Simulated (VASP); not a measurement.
An input for Ansatz (written as the equivalent of a VASP run, and not itself run):

Ansatz 0.2 input:
```yaml
crystal:
  lattice:
    - [2.0150000, -3.4900820, 0.0000000]
    - [2.0150000, 3.4900820, 0.0000000]
    - [0.0000000, 0.0000000, 5.2200000]
  atoms:
    - { symbol: Te, position: [0.3333330, 0.6666670, 0.2540000] }
    - { symbol: Te, position: [0.6666670, 0.3333330, 0.7460000] }
    - { symbol: Pt, position: [0.0000000, 0.0000000, 0.0000000] }
kpoints:
  mp_grid: { grid: [10, 10, 7] }
hamiltonian:
  xc: lda
  pseudopotentials: { kind: paw }
scf:
  occupations: { method: gaussian, width: 0.2 }
  max_iter: 100
output: { forces: true, stress: true, eigenvalues: true }
```

Q: Translate this input to VASP (INCAR, KPOINTS, POSCAR, choice of POTCAR).

A: Several could match; the one computed here: 
### INCAR
```
SYSTEM = PtTe2
PREC = Accurate
ENCUT = 300
EDIFF = 1E-6
NELM = 100
ALGO = Normal
LREAL = .FALSE.
LASPH = .TRUE.
ISMEAR = 0
SIGMA = 0.2
LMAXMIX = 6
LWAVE = .FALSE.
LCHARG = .FALSE.
ISIF = 2
```

File KPOINTS:
```
Regular mesh
0
G
 10 10 7
0 0 0
```

**POSCAR**
```
PtTe2
1
    2.0150000000    -3.4900820000     0.0000000000
    2.0150000000     3.4900820000     0.0000000000
    0.0000000000     0.0000000000     5.2200000000
Te Pt
2 1
Direct
  0.3333330000   0.6666670000   0.2540000000
  0.6666670000   0.3333330000   0.7460000000
  0.0000000000   0.0000000000   0.0000000000
```

POTCAR, in this order: Te Pt (LDA.64 set). Program: vasp_std.

What does not carry over: each code has its own PAW files, so the cut-off isn't converted (ENCUT is set for VASP's; basis.ecutwfc is left out, and Ansatz then takes the one that its files recommend); Ansatz stops its SCF on the density residual and VASP on the energy change (EDIFF); Ansatz's lda is the Perdew-Wang form, while the LDA potentials of VASP carry Perdew-Zunger's.

The structure is a typed PtTe2 crystal. The cell was not relaxed at this level. The run is one of a series of settings (GGA removed, POTCAR Te Pt (LDA.64 set) against the base run), some of them coarse on purpose.
